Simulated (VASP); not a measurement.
Calculation: SCAN meta-GGA, VASP's PBE PAW potentials (set 64) (plane waves; VASP 6.6.1).

VASP input:

### POSCAR
```
KI
1
    0.0000000000     3.6011442281     3.6011442281
    3.6011442281     0.0000000000     3.6011442281
    3.6011442281     3.6011442281     0.0000000000
K I
1 1
Direct
  1.0000000000   0.0000000000   1.0000000000
  0.5000000000   0.5000000000   0.5000000000
```

File KPOINTS:
```
Automatic
0
Gamma
 7 7 7
0 0 0
```

**INCAR**
```
# general
SYSTEM  = KI
PREC    = Accurate
ENCUT   = 520   # plane-wave cut-off (eV)
LREAL   = .False.   # projection in real space or not
LASPH   = .True.   # aspherical one-centre terms

# electronic loop
EDIFF   = 1E-7
NELM    = 100
ALGO    = Normal
LMAXMIX = 4
LMIXTAU = .True.

# smearing
ISMEAR  = 0   # Gaussian
SIGMA   = 0.05   # width (eV)

# functional
METAGGA = SCAN

# ions
ISIF    = 2   # forces and stress, cell fixed

# output
LWAVE   = .False.
LCHARG  = .False.
```

POTCAR, in this order: K_sv I (PBE.64 set). Program: vasp_std.

Output of the run:

### OSZICAR
```
       N       E                     dE             d eps       ncg     rms          rms(c)
DAV:   1     0.459625352881E+02    0.45963E+02   -0.66368E+03   480   0.114E+03
DAV:   2    -0.449459792357E+02   -0.90909E+02   -0.85031E+02   564   0.253E+02
DAV:   3    -0.513023294301E+02   -0.63564E+01   -0.63271E+01   612   0.599E+01
DAV:   4    -0.516588853528E+02   -0.35656E+00   -0.35601E+00   904   0.128E+01
DAV:   5    -0.516603586687E+02   -0.14733E-02   -0.14733E-02   608   0.913E-01    0.223E+00
DAV:   6    -0.489734766011E+02    0.26869E+01   -0.11242E+00   752   0.117E+01    0.194E+00
DAV:   7    -0.483101077205E+02    0.66337E+00   -0.31056E-01   776   0.591E+00    0.843E-01
DAV:   8    -0.488247222241E+02   -0.51461E+00   -0.31604E-01   540   0.521E+00    0.526E-01
DAV:   9    -0.483301358717E+02    0.49459E+00   -0.17297E-01   480   0.419E+00    0.389E-01
DAV:  10    -0.483454269470E+02   -0.15291E-01   -0.72755E-02   480   0.292E+00    0.319E-01
DAV:  11    -0.483309837065E+02    0.14443E-01   -0.27026E-02   480   0.211E+00    0.197E-01
DAV:  12    -0.483399849079E+02   -0.90012E-02   -0.35146E-03   520   0.839E-01    0.139E-01
DAV:  13    -0.483594290508E+02   -0.19444E-01   -0.97510E-03   488   0.141E+00    0.492E-02
DAV:  14    -0.483634899180E+02   -0.40609E-02   -0.21824E-03   496   0.607E-01    0.219E-02
DAV:  15    -0.483632796294E+02    0.21029E-03   -0.76105E-04   492   0.434E-01    0.131E-02
DAV:  16    -0.483638471908E+02   -0.56756E-03   -0.54003E-04   488   0.374E-01    0.118E-02
DAV:  17    -0.483639003506E+02   -0.53160E-04   -0.17148E-04   512   0.205E-01    0.402E-03
DAV:  18    -0.483638623911E+02    0.37960E-04   -0.61128E-05   504   0.120E-01    0.205E-03
DAV:  19    -0.483638642248E+02   -0.18337E-05   -0.12231E-05   576   0.533E-02    0.123E-03
DAV:  20    -0.483638674830E+02   -0.32583E-05   -0.46852E-06   508   0.306E-02    0.124E-03
DAV:  21    -0.483638666213E+02    0.86169E-06   -0.11452E-06   528   0.159E-02    0.892E-04
DAV:  22    -0.483638666827E+02   -0.61319E-07   -0.56843E-08   432   0.349E-03
   1 F= -.48363867E+02 E0= -.48363867E+02  d E =-.167804E-19
```

File OUTCAR:
```
------------------------ aborting loop because EDIFF is reached ----------------------------------------
  FORCE on cell =-STRESS in cart. coord.  units (eV):
  Direction    XX          YY          ZZ          XY          YZ          ZX
  --------------------------------------------------------------------------------------
  Total       -0.3929112     -0.3929112     -0.3929112      0.0000000      0.0000000     -0.0000000
  in kB       -6.7398996     -6.7398996     -6.7398996      0.0000000      0.0000000     -0.0000000
  external PRESSURE =      -6.7398996 kB  Pullay stress =       0.0000000 kB
  volume of cell :       93.40
      direct lattice vectors                 reciprocal lattice vectors
     0.000000000  3.601144228  3.601144228    -0.138844758  0.138844758  0.138844758
     3.601144228  0.000000000  3.601144228     0.138844758 -0.138844758  0.138844758
     3.601144228  3.601144228  0.000000000     0.138844758  0.138844758 -0.138844758
  FREE ENERGIE OF THE ION-ELECTRON SYSTEM (eV)
  ---------------------------------------------------
  free  energy   TOTEN  =       -48.3638666827 eV

  energy  without entropy=      -48.3638666827  energy(sigma->0) =      -48.36386668
```
(Selected blocks of OUTCAR.)

File OUTCAR:
```
 val. band max:       -1.0507765484   @ k =   0.0000   0.0000   0.0000

 cond. band min:       3.3552420599   @ k =   0.0000   0.0000   0.0000


 Fermi energy:        -0.7457228827

 k-point     1 :       0.0000    0.0000    0.0000
  band No.  band energies     occupation
      1     -30.8665      2.00000
      2     -13.5373      2.00000
      3     -13.5373      2.00000
      4     -13.5370      2.00000
      5     -11.8431      2.00000
      6      -1.0508      2.00000
      7      -1.0508      2.00000
      8      -1.0508      2.00000
      9       3.3552      0.00000
     10       6.0093      0.00000
     11       6.0095      0.00000
     12       6.0095      0.00000

 k-point     2 :       0.1429    0.0000    0.0000
  band No.  band energies     occupation
      1     -30.8662      2.00000
      2     -13.5592      2.00000
      3     -13.5376      2.00000
      4     -13.5373      2.00000
      5     -11.7998      2.00000
      6      -1.3352      2.00000
      7      -1.1094      2.00000
      8      -1.1093      2.00000
      9       3.8070      0.00000
     10       5.8847      0.00000
     11       6.2261      0.00000
     12       6.2262      0.00000

 k-point     3 :       0.2857    0.0000    0.0000
  band No.  band energies     occupation
      1     -30.8656      2.00000
      2     -13.6054      2.00000
      3     -13.5383      2.00000
      4     -13.5380      2.00000
      5     -11.7046      2.00000
      6      -1.8554      2.00000
      7      -1.2343      2.00000
      8      -1.2342      2.00000
      9       4.5603      0.00000
     10       6.1073      0.00000
     11       6.7759      0.00000
     12       6.7760      0.00000

 k-point     4 :       0.4286    0.0000    0.0000
  band No.  band energies     occupation
      1     -30.8651      2.00000
      2     -13.6398      2.00000
      3     -13.5389      2.00000
      4     -13.5386      2.00000
      5     -11.6300      2.00000
      6      -2.2019      2.00000
...
```

Unless said otherwise, spin-orbit coupling is left out, though it shifts the bands of the heavy elements here.

The compound is KI in the rock salt structure. This cell is one point of a volume scan, at 1.06 of the reference volume.
